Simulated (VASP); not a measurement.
Given:

```
CELL_PARAMETERS angstrom
      0.00000     2.54014     2.54014
      2.54014     0.00000     2.54014
      2.54014     2.54014     0.00000
ATOMIC_POSITIONS crystal
  Li 0.00000 0.00000 0.00000
  Cl 0.50000 0.50000 0.50000
```

Computed with PBE GGA with D3 dispersion (zero damping), VASP's PBE PAW potentials (set 64) (plane waves; VASP). Run with 520 eV cut-off, Gaussian smearing of 0.050 eV, potentials Li_sv Cl.

### Question
Give the energies of bands 3 to 8 at the high-symmetry points, in eV from the valence-band maximum.

### Answer

| band | Γ | X | U | L | W |
|---|---|---|---|---|---|
| 3 | 0.00 | -3.03 | -2.60 | -2.93 | -2.23 |
| 4 | 0.00 | -1.16 | -1.87 | -0.27 | -2.23 |
| 5 | 0.00 | -1.16 | -0.87 | -0.27 | -1.11 |
| 6 | 6.51 | 7.95 | 8.11 | 6.79 | 9.67 |
| 7 | 11.96 | 8.24 | 10.03 | 9.51 | 10.22 |
| 8 | 11.96 | 12.69 | 11.62 | 9.51 | 10.53 |

The gap is indirect, 6.51 eV, from the valence maximum at K-Γ at 0.79 to the conduction minimum at Γ.

Measured: gap 9.40 eV (computed value off by -2.89 eV), as given by Wei Chen et al., Physical Review Materials (2018), doi:10.1103/physrevmaterials.2.073803.

The compound is LiCl in the rock salt structure. It was relaxed first.
